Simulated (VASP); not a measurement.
Data:

```
SnS2
1.0
    3.71127     0.00000     0.00000
   -1.85563     3.21405     0.00000
    0.00000     0.00000     5.93023
Sn S
1 2
Direct
  0.00000   0.00000   0.00000
  0.33333   0.66667   0.25013
  0.66667   0.33333   0.74987
```

Calculation: optB88-vdW, VASP's PBE PAW potentials (set 64) (plane waves; VASP 6.6.1). Run with 480 eV cut-off, 6×6×4 Γ-centred mesh, Gaussian smearing of 0.050 eV, potentials Sn_d S.

Task: What does the run give for the energy per atom (σ→0)?

Result: 
The energy per atom (σ→0) is -2.300 eV/atom.

Only differences to runs with the same potentials and settings are physical.

The compound is SnS2 in the 1T layered structure. It was relaxed first. The start is the result of an earlier pass.
